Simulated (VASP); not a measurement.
VASP input:

**INCAR**
```
SYSTEM = Co
PREC = Accurate
ENCUT = 400
EDIFF = 1E-6
NELM = 100
ALGO = Normal
LREAL = .FALSE.
LASPH = .TRUE.
ISMEAR = 1
SIGMA = 0.1
GGA = PE
LMAXMIX = 4
ISPIN = 2
MAGMOM = 1.8 1.8
LORBIT = 10
LWAVE = .FALSE.
LCHARG = .FALSE.
ISIF = 2
```

**POSCAR**
```
Co
1
    1.2801000000    -2.2171980000     0.0000000000
    1.2801000000     2.2171980000     0.0000000000
    0.0000000000     0.0000000000     4.1514000000
Co
2
Direct
  0.3333330000   0.6666670000   0.2500000000
  0.6666670000   0.3333330000   0.7500000000
```

KPOINTS:
```
Automatic mesh
0
Gamma
12 12 7
0 0 0
```

POTCAR, in this order: Co (PBE.64 set). Program: vasp_gam.

Output of the run:

File standard output:
```
 POSCAR found type information on POSCAR Co
 POSCAR found :  1 types and       2 ions
 Reading from existing POTCAR
 Reading from existing POTCAR
 LDA part: xc-table for (Slater+PW92), standard interpolation

 -----------------------------------------------------------------------------
|                                                                             |
|     EEEEEEE  RRRRRR   RRRRRR   OOOOOOO  RRRRRR      ###     ###     ###     |
|     E        R     R  R     R  O     O  R     R     ###     ###     ###     |
|     E        R     R  R     R  O     O  R     R     ###     ###     ###     |
|     EEEEE    RRRRRR   RRRRRR   O     O  RRRRRR       #       #       #      |
|     E        R   R    R   R    O     O  R   R                               |
|     E        R    R   R    R   O     O  R    R      ###     ###     ###     |
|     EEEEEEE  R     R  R     R  OOOOOOO  R     R     ###     ###     ###     |
|                                                                             |
|     You are using the Gamma-point-only version with more than one           |
|     k-point or some other non-Gamma k-point.                                |
|                                                                             |
|       ---->  I REFUSE TO CONTINUE WITH THIS SICK JOB ... BYE!!! <----       |
|                                                                             |
 -----------------------------------------------------------------------------
```

Task: From input and log, find the fault in this run and mend it.

Result: The cause: the Γ-only program was given a k-mesh. VASP stops with an error: You are using the Gamma-point-only version with more than one k-point or some other non-Gamma k-point. ----> I REFUSE TO CONTINUE WITH THIS SICK JOB ... BYE!!! <---- To mend it, run vasp_std.

The mended run (PBE GGA, plane waves, VASP's PBE PAW potentials (set 64)) converges, and its OSZICAR ends with
```
   1 F= -.13976178E+02 E0= -.13976248E+02  d E =0.209071E-03  mag=     3.3476
```

The compound is Co in the hcp structure. The cell was not relaxed at this level.
